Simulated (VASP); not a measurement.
# Iridium under strain

How does the pressure of Iridium answer to a change of volume? The bands are shown for each cell. All runs use PBE. Left out of this account: 1 further run (fields: a reference on another mesh). The start is a cell from a database of measured crystal structures.

Method: PBE; plane waves and PAW (Ir), in VASP 6.6.1.

Report form: the programs' logs are mostly left out.

## Step 1: The starting structure

It takes space group Fm-3m (No. 225, cubic). The conventional cell has a = 3.839 Å, b = 3.839 Å, c = 3.839 Å, α = 90.00°, β = 90.00°, γ = 90.00°. Nearest to Ir lie 12 Ir at 2.71 Å.

## Step 2: Bands, cell as listed

Levels along the symmetry lines show where the bands peak and cross; KPOINTS_OPT computes them in the converged potential. PBE, the usual starting point, adds the gradient of the density.

Input file INCAR:

```
SYSTEM = Ir
PREC = Accurate
ENCUT = 400
EDIFF = 1E-06
NELM = 100
ISMEAR = -1
SIGMA = 0.05
LREAL = .FALSE.
ALGO = Normal
GGA = PE
NBANDS = 15
LASPH = .TRUE.
LORBIT = 11
LWAVE = .FALSE.
LCHARG = .FALSE.
KPAR = 2
```

Input file POSCAR:

```
Ir
1.0
    0.0000000000      1.9197000000      1.9197000000
    1.9197000000      0.0000000000      1.9197000000
    1.9197000000      1.9197000000      0.0000000000
Ir
1
Direct
    0.0000000000      0.0000000000      0.0000000000
```

Input file KPOINTS:

```
Automatic mesh
0
Gamma
17 17 17
0 0 0
```

Input file KPOINTS_OPT:

```
Line mode
16
Line-mode
Reciprocal
  0.00000000   0.00000000   0.00000000 GAMMA
  0.50000000   0.00000000   0.50000000 X

  0.50000000   0.00000000   0.50000000 X
  0.50000000   0.25000000   0.75000000 W

  0.50000000   0.25000000   0.75000000 W
  0.37500000   0.37500000   0.75000000 K

  0.37500000   0.37500000   0.75000000 K
  0.00000000   0.00000000   0.00000000 GAMMA

  0.00000000   0.00000000   0.00000000 GAMMA
  0.50000000   0.50000000   0.50000000 L

  0.50000000   0.50000000   0.50000000 L
  0.62500000   0.25000000   0.62500000 U

  0.62500000   0.25000000   0.62500000 U
  0.50000000   0.25000000   0.75000000 W

  0.50000000   0.25000000   0.75000000 W
  0.50000000   0.50000000   0.50000000 L

  0.50000000   0.50000000   0.50000000 L
  0.37500000   0.37500000   0.75000000 K

  0.62500000   0.25000000   0.62500000 U
  0.50000000   0.00000000   0.50000000 X
```

The projector-augmented-wave data sets are Ir (PBE family, release 64).

On the command line:

```bash
$ mpirun -np 2 vasp_std
```

Run time: 15 s. Hardware: 2 MPI ranks of Intel Xeon Platinum 8375C at 2.90GHz (Ice Lake), shared host; peak memory 0.28 GiB; 24 s of CPU time.

This run has no spin polarisation. Its electron count is odd, so without a moment it is a metal by construction. Spin-orbit coupling is off here; with elements this heavy it splits and shifts levels by tenths of an eV or more. At this level the cell is under a pressure of 9.7 GPa, so at these settings it is away from equilibrium.

This step gave:

- SCF cycles: 12
- electrons: 9
- bands: 15
- irreducible k-points: 165
- symmetry operations: 48
- free energy (TOTEN): -8.844 eV
- energy at zero smearing: -8.840 eV
- Fermi energy: 10.31 eV
- pressure: 9.670 GPa
- metallic: yes

The electronic bands at the labelled points (eV, zero at the Fermi level; # counts the bands kept):

```
          point      #1     #2     #3     #4     #5     #6     #7
              Γ  -11.02  -3.79  -3.79  -3.79  -1.10  -1.10  14.43
0.47 of the way   -8.31  -5.58  -2.89  -2.03  -2.03  -0.25  18.00
              X   -7.81  -7.24   0.96   1.57   1.57   1.80  10.61
0.53 of the way   -7.06  -6.52  -2.14  -0.35   1.58   5.89   8.86
              W   -6.16  -4.78  -4.78  -1.70   1.58   8.31   9.17
0.47 of the way   -6.43  -5.68  -3.60  -1.28   1.24   7.27   8.14
              K   -6.85  -5.89  -2.79  -0.79   0.71   6.45   7.79
0.47 of the way   -7.34  -4.99  -3.82  -2.37  -2.08   1.34  13.61
              Γ  -11.02  -3.79  -3.79  -3.79  -1.10  -1.10  14.43
0.53 of the way   -8.63  -4.21  -3.38  -3.38  -0.78  -0.78  13.41
              L   -8.00  -3.89  -3.89  -0.66   0.99   0.99   7.36
0.47 of the way   -7.01  -4.75  -2.97  -2.97   0.78   4.21   6.93
              U   -6.85  -5.89  -2.79  -0.79   0.71   6.45   7.79
0.47 of the way   -6.51  -5.74  -3.44  -1.19   1.15   7.10   8.06
              W   -6.16  -4.78  -4.78  -1.70   1.58   8.31   9.17
0.47 of the way   -6.36  -5.26  -3.67  -2.33   0.66   5.61   6.74
              L   -8.00  -3.89  -3.89  -0.66   0.99   0.99   7.36
0.47 of the way   -7.01  -4.75  -2.97  -2.97   0.78   4.21   6.93
              K   -6.85  -5.89  -2.79  -0.79   0.71   6.45   7.79
      jump to U   -6.85  -5.89  -2.79  -0.79   0.71   6.45   7.79
0.53 of the way   -7.53  -6.95  -0.66   0.45   1.37   4.39   9.07
              X   -7.81  -7.24   0.96   1.57   1.57   1.80  10.61
```

There is no gap at this level.

## Step 3: Bands, volume times 1.04

The cell is expanded evenly, with fractional positions held.

INCAR is that of step 2.

Input file POSCAR:

```
Ir
1.0
    0.0000000000      1.9449621075      1.9449621075
    1.9449621075      0.0000000000      1.9449621075
    1.9449621075      1.9449621075      0.0000000000
Ir
1
Direct
    0.0000000000      0.0000000000      0.0000000000
```

KPOINTS is that of step 2.

KPOINTS_OPT is that of step 2.

On the command line:

```bash
$ mpirun -np 2 vasp_std
```

Elapsed: 17 s, on 2 MPI ranks; peak memory 0.28 GiB.

Numbers from this step:

```yaml
free_energy_toten: -8.852 eV
energy_at_zero_smearing: -8.848 eV
fermi_energy: 9.643 eV
pressure: -4.501 GPa
```

Electronic bands along the path, in eV, zero at the Fermi level; # counts the bands kept:

```
          point      #1     #2     #3     #4     #5     #6     #7
              Γ  -10.61  -3.57  -3.57  -3.57  -1.04  -1.04  14.49
0.53 of the way   -7.49  -5.58  -2.76  -1.43  -1.43  -0.05  17.26
              X   -7.38  -6.83   0.88   1.46   1.46   1.80  10.07
0.47 of the way   -6.81  -6.31  -1.60  -0.07   1.46   5.17   8.67
              W   -5.80  -4.51  -4.51  -1.59   1.46   7.95   8.88
0.53 of the way   -6.13  -5.42  -3.25  -1.11   1.06   6.85   7.77
              K   -6.46  -5.56  -2.64  -0.74   0.66   6.25   7.49
0.47 of the way   -7.04  -4.70  -3.59  -2.23  -1.96   1.25  13.29
              Γ  -10.61  -3.57  -3.57  -3.57  -1.04  -1.04  14.49
0.47 of the way   -8.66  -4.10  -3.13  -3.13  -0.97  -0.97  14.19
              L   -7.60  -3.66  -3.66  -0.56   0.92   0.92   6.96
0.53 of the way   -6.45  -4.62  -3.07  -2.54   0.67   4.56   6.55
              U   -6.46  -5.56  -2.64  -0.74   0.66   6.25   7.49
0.47 of the way   -6.13  -5.42  -3.25  -1.11   1.06   6.85   7.77
              W   -5.80  -4.51  -4.51  -1.59   1.46   7.95   8.88
0.47 of the way   -6.03  -4.94  -3.47  -2.18   0.61   5.41   6.42
              L   -7.60  -3.66  -3.66  -0.56   0.92   0.92   6.96
0.53 of the way   -6.45  -4.62  -3.07  -2.54   0.67   4.56   6.55
              K   -6.46  -5.56  -2.64  -0.74   0.66   6.25   7.49
      jump to U   -6.46  -5.56  -2.64  -0.74   0.66   6.25   7.49
0.53 of the way   -7.11  -6.55  -0.62   0.41   1.27   4.23   8.75
              X   -7.38  -6.83   0.88   1.46   1.46   1.80  10.07
```

 The pressure is -4.50 GPa.

Of the bands kept, 4 cross the Fermi level on this path.

## Step 4: Bands, volume times 1.08

INCAR is that of step 3.

Input file POSCAR:

```
Ir
1.0
    0.0000000000      1.9695844949      1.9695844949
    1.9695844949      0.0000000000      1.9695844949
    1.9695844949      1.9695844949      0.0000000000
Ir
1
Direct
    0.0000000000      0.0000000000      0.0000000000
```

KPOINTS is that of step 3.

KPOINTS_OPT is that of step 3.

On the command line:

```bash
$ mpirun -np 2 vasp_std
```

Run time: 17 s. Hardware: 2 MPI ranks; peak memory 0.27 GiB.

Numbers from this step:

```yaml
free_energy_toten: -8.815 eV
energy_at_zero_smearing: -8.811 eV
fermi_energy: 9.030 eV
pressure: -15.62 GPa
```

The electronic bands at the labelled points (eV, zero at the Fermi level; # counts the bands kept):

```
          point      #1     #2     #3     #4     #5     #6     #7
              Γ  -10.22  -3.37  -3.37  -3.37  -0.99  -0.99  14.54
0.47 of the way   -7.68  -4.95  -2.56  -1.80  -1.80  -0.24  17.58
              X   -6.98  -6.45   0.82   1.35   1.35   1.81   9.58
0.53 of the way   -6.29  -5.82  -1.90  -0.30   1.36   5.48   8.15
              W   -5.48  -4.27  -4.27  -1.49   1.36   7.62   8.62
0.47 of the way   -5.72  -5.07  -3.22  -1.12   1.07   6.76   7.59
              K   -6.10  -5.26  -2.49  -0.69   0.61   6.06   7.22
0.47 of the way   -6.77  -4.44  -3.38  -2.09  -1.84   1.16  12.98
              Γ  -10.22  -3.37  -3.37  -3.37  -0.99  -0.99  14.54
0.53 of the way   -7.95  -3.76  -3.00  -3.00  -0.70  -0.70  12.96
              L   -7.23  -3.45  -3.45  -0.47   0.85   0.85   6.59
0.47 of the way   -6.32  -4.20  -2.65  -2.62   0.66   3.92   6.26
              U   -6.10  -5.26  -2.49  -0.69   0.61   6.06   7.22
0.53 of the way   -5.72  -5.07  -3.22  -1.12   1.07   6.76   7.59
              W   -5.48  -4.27  -4.27  -1.49   1.36   7.62   8.62
0.47 of the way   -5.73  -4.65  -3.28  -2.05   0.56   5.22   6.12
              L   -7.23  -3.45  -3.45  -0.47   0.85   0.85   6.59
0.53 of the way   -6.12  -4.35  -2.90  -2.39   0.62   4.41   6.24
              K   -6.10  -5.26  -2.49  -0.69   0.61   6.06   7.22
      jump to U   -6.10  -5.26  -2.49  -0.69   0.61   6.06   7.22
0.53 of the way   -6.72  -6.19  -0.57   0.38   1.18   4.08   8.44
              X   -6.98  -6.45   0.82   1.35   1.35   1.81   9.58
```

 The pressure is -15.62 GPa.

Of the bands kept, 4 cross the Fermi level on this path.

## Step 5: Bands, sheared, principal strains -1.0, -0.5, +1.5 %

The cell is sheared at fixed volume, which lowers its symmetry.

INCAR is that of step 4.

Input file POSCAR:

```
Ir
1.0
    0.0078330000      1.9079680000      1.9131900000
    1.9415830000     -0.0203220000      1.9413450000
    1.9096620000      1.9042030000      0.0115990000
Ir
1
Direct
    0.0000000000      0.0000000000      0.0000000000
```

KPOINTS is that of step 4.

Input file KPOINTS_OPT:

```
Line mode
16
Line-mode
Reciprocal
 -0.50000000  -0.50000000  -0.50000000 X
  0.00000000   0.00000000   0.00000000 GAMMA

  0.00000000   0.00000000   0.00000000 GAMMA
  0.00000000   0.50000000   0.00000000 Y

 -0.50000000   0.00000000  -0.50000000 L
  0.00000000   0.00000000   0.00000000 GAMMA

  0.00000000   0.00000000   0.00000000 GAMMA
  0.50000000   0.00000000   0.00000000 Z

  0.00000000  -0.50000000  -0.50000000 N
  0.00000000   0.00000000   0.00000000 GAMMA

  0.00000000   0.00000000   0.00000000 GAMMA
  0.50000000   0.50000000   0.00000000 M

  0.00000000   0.00000000  -0.50000000 R
  0.00000000   0.00000000   0.00000000 GAMMA
```

On the command line:

```bash
$ mpirun -np 2 vasp_std
```

Elapsed: 2 min, on 2 MPI ranks; peak memory 1.2 GiB.

The path and its labels are those of the sheared lattice, so a letter need not mean the same point as in the unstrained cell.

Numbers from this step:

```
irreducible k-points    : 2457
symmetry operations     : 2
free energy (TOTEN)     : -8.835 eV
energy at zero smearing : -8.832 eV
Fermi energy            : 10.31 eV
pressure                : 9.947 GPa
```

Electronic bands along the path, in eV, zero at the Fermi level; # counts the bands kept:

```
          point     #3     #4     #5     #6
              X  -3.71  -0.66   0.83   1.13
0.47 of the way  -3.57  -3.19  -0.84  -0.75
              Γ  -3.74  -3.64  -1.12  -1.07
0.47 of the way  -3.40  -3.29  -0.93  -0.92
              Y  -3.80  -0.87   0.87   0.98
      jump to L   0.94   1.57   1.58   1.83
0.47 of the way  -2.91  -1.65  -1.43  -0.05
              Γ  -3.74  -3.64  -1.12  -1.07
0.53 of the way  -3.58  -3.17  -0.88  -0.78
              Z  -3.71  -0.58   0.89   1.13
      jump to N   0.93   1.56   1.59   1.78
0.47 of the way  -2.95  -1.57  -1.48  -0.04
              Γ  -3.74  -3.64  -1.12  -1.07
0.47 of the way  -2.91  -2.10  -1.96  -0.25
              M   0.93   1.56   1.59   1.78
      jump to R  -3.74  -0.54   0.92   1.13
0.53 of the way  -3.51  -3.14  -1.13  -1.07
              Γ  -3.74  -3.64  -1.12  -1.07
```

 The pressure is 9.95 GPa, and the symmetry operations fall from 48 to 2.

## Step 6: Bands, volume times 0.96

The cell is compressed evenly, with fractional positions held.

INCAR is that of step 5.

Input file POSCAR:

```
Ir
1.0
    0.0000000000      1.8937549276      1.8937549276
    1.8937549276      0.0000000000      1.8937549276
    1.8937549276      1.8937549276      0.0000000000
Ir
1
Direct
    0.0000000000      0.0000000000      0.0000000000
```

KPOINTS is that of step 5.

Input file KPOINTS_OPT:

```
Line mode
16
Line-mode
Reciprocal
  0.00000000   0.00000000   0.00000000 GAMMA
  0.50000000   0.00000000   0.50000000 X

  0.50000000   0.00000000   0.50000000 X
  0.50000000   0.25000000   0.75000000 W

  0.50000000   0.25000000   0.75000000 W
  0.37500000   0.37500000   0.75000000 K

  0.37500000   0.37500000   0.75000000 K
  0.00000000   0.00000000   0.00000000 GAMMA

  0.00000000   0.00000000   0.00000000 GAMMA
  0.50000000   0.50000000   0.50000000 L

  0.50000000   0.50000000   0.50000000 L
  0.62500000   0.25000000   0.62500000 U

  0.62500000   0.25000000   0.62500000 U
  0.50000000   0.25000000   0.75000000 W

  0.50000000   0.25000000   0.75000000 W
  0.50000000   0.50000000   0.50000000 L

  0.50000000   0.50000000   0.50000000 L
  0.37500000   0.37500000   0.75000000 K

  0.62500000   0.25000000   0.62500000 U
  0.50000000   0.00000000   0.50000000 X
```

On the command line:

```bash
$ mpirun -np 2 vasp_std
```

The job ended after 16 s (2 MPI ranks; peak memory 0.27 GiB).

Numbers from this step:

- irreducible k-points: 165
- symmetry operations: 48
- free energy (TOTEN): -8.779 eV
- energy at zero smearing: -8.776 eV
- Fermi energy: 11.02 eV
- pressure: 27.65 GPa

The electronic bands at the labelled points (eV, zero at the Fermi level; # counts the bands kept):

```
          point      #1     #2     #3     #4     #5     #6
              Γ  -11.46  -4.03  -4.03  -4.03  -1.16  -1.16
0.47 of the way   -8.66  -5.95  -3.08  -2.16  -2.16  -0.26
              X   -8.29  -7.69   1.04   1.70   1.70   1.81
0.47 of the way   -7.67  -7.10  -1.81  -0.08   1.70   5.59
              W   -6.56  -5.07  -5.07  -1.82   1.71   8.71
0.47 of the way   -6.84  -6.02  -3.82  -1.37   1.34   7.56
              K   -7.28  -6.25  -2.96  -0.85   0.77   6.66
0.47 of the way   -7.66  -5.30  -4.08  -2.54  -2.22   1.44
              Γ  -11.46  -4.03  -4.03  -4.03  -1.16  -1.16
0.47 of the way   -9.39  -4.62  -3.54  -3.54  -1.10  -1.10
              L   -8.44  -4.15  -4.15  -0.76   1.08   1.08
0.47 of the way   -7.40  -5.06  -3.17  -3.15   0.84   4.38
              U   -7.28  -6.25  -2.96  -0.85   0.77   6.66
0.47 of the way   -6.92  -6.09  -3.65  -1.27   1.24   7.37
              W   -6.56  -5.07  -5.07  -1.82   1.71   8.71
0.47 of the way   -6.72  -5.60  -3.89  -2.48   0.71   5.83
              L   -8.44  -4.15  -4.15  -0.76   1.08   1.08
0.47 of the way   -7.40  -5.06  -3.17  -3.15   0.84   4.38
              K   -7.28  -6.25  -2.96  -0.85   0.77   6.66
      jump to U   -7.28  -6.25  -2.96  -0.85   0.77   6.66
0.53 of the way   -8.00  -7.38  -0.71   0.48   1.49   4.59
              X   -8.29  -7.69   1.04   1.70   1.70   1.81
```

 The pressure is 27.65 GPa.

Of the bands kept, 4 cross the Fermi level on this path.

## Step 7: Bands, volume times 0.92

The cell is scaled evenly once more. A prediction first. A parabola through the 4 pressures of evenly scaled cells so far, P = 9.73 -400.7 t +931 t² GPa with t = ln(V/V₁) and V₁ the volume at scale 1, gives 49.61 GPa at t = -0.0834.

INCAR is that of step 6.

Input file POSCAR:

```
Ir
1.0
    0.0000000000      1.8670787697      1.8670787697
    1.8670787697      0.0000000000      1.8670787697
    1.8670787697      1.8670787697      0.0000000000
Ir
1
Direct
    0.0000000000      0.0000000000      0.0000000000
```

KPOINTS is that of step 6.

KPOINTS_OPT is that of step 6.

On the command line:

```bash
$ mpirun -np 2 vasp_std
```

Elapsed: 16 s, on 2 MPI ranks; peak memory 0.27 GiB; 25 s of CPU time.

This step gave:

```
free energy (TOTEN)     : -8.643 eV
energy at zero smearing : -8.640 eV
Fermi energy            : 11.80 eV
pressure                : 50.46 GPa
```

Electronic bands along the path, in eV, zero at the Fermi level; # counts the bands kept:

```
          point      #1     #2     #3     #4     #5     #6
              Γ  -11.93  -4.30  -4.30  -4.30  -1.23  -1.23
0.47 of the way   -9.03  -6.35  -3.29  -2.31  -2.31  -0.26
              X   -8.82  -8.19   1.14   1.83   1.84   1.84
0.47 of the way   -8.16  -7.56  -1.92  -0.09   1.85   5.84
              W   -6.99  -5.38  -5.38  -1.96   1.85   9.13
0.47 of the way   -7.29  -6.40  -4.05  -1.48   1.45   7.86
              K   -7.75  -6.64  -3.13  -0.91   0.83   6.89
0.47 of the way   -7.99  -5.65  -4.36  -2.72  -2.38   1.56
              Γ  -11.93  -4.30  -4.30  -4.30  -1.23  -1.23
0.53 of the way   -9.40  -4.73  -3.84  -3.84  -0.89  -0.89
              L   -8.91  -4.43  -4.43  -0.85   1.17   1.17
0.47 of the way   -7.83  -5.41  -3.39  -3.34   0.91   4.58
              U   -7.75  -6.64  -3.13  -0.91   0.83   6.89
0.53 of the way   -7.29  -6.40  -4.05  -1.48   1.45   7.86
              W   -6.99  -5.38  -5.38  -1.96   1.85   9.13
0.47 of the way   -7.11  -5.99  -4.12  -2.66   0.77   6.08
              L   -8.91  -4.43  -4.43  -0.85   1.17   1.17
0.47 of the way   -7.83  -5.41  -3.39  -3.34   0.91   4.58
              K   -7.75  -6.64  -3.13  -0.91   0.83   6.89
      jump to U   -7.75  -6.64  -3.13  -0.91   0.83   6.89
0.47 of the way   -8.43  -7.74  -1.09   0.36   1.54   5.25
              X   -8.82  -8.19   1.14   1.83   1.84   1.84
```

 The pressure is 50.46 GPa. The parabola predicted 49.61 GPa, -0.85 GPa off.

## Step 8: The runs together

```
                                         cell      mesh  pressure (GPa)  gap (eV)
                               cell as listed  17×17×17            9.67      none
                            volume times 1.04  17×17×17           -4.50      none
                            volume times 1.08  17×17×17          -15.62      none
sheared, principal strains -1.0, -0.5, +1.5 %  17×17×17            9.95      none
                            volume times 0.96  17×17×17           27.65      none
                            volume times 0.92  17×17×17           50.46      none
```

## Step 9: Results

| Item | Value |
| --- | --- |
| pressure, cell as listed | 9.67 GPa |
| pressure, volume times 1.04 | -4.50 GPa |
| pressure, volume times 1.08 | -15.6 GPa |
| pressure, sheared, principal strains -1.0, -0.5, +1.5 % | 9.95 GPa |
| pressure, volume times 0.96 | 27.7 GPa |
| pressure, volume times 0.92 | 50.5 GPa |
| bulk modulus at the listed volume, shape and positions held | 405 GPa |

What this shows: The slope of pressure against ln V at the listed volume gives a bulk modulus of 405 GPa at fixed shape and positions. Spin-orbit coupling is left out, and with elements this heavy it would split and shift bands near the Fermi level.

[Lines on the potential files, build, host, timing and source positions are cut from VASP's logs without a mark.]

[Logs are printed without paths, hosts, clocks, repeated set-up lines and the standing remarks that a program may print on its own settings, such as how far it seeks lower states.]

[Hosts, paths, dates, database ids (printed as entryN), source tags and the programs' standing remarks are cut or masked in the printed files.]

[A measured line is paired with the nearest computed mode of its activity, which favours agreement.]
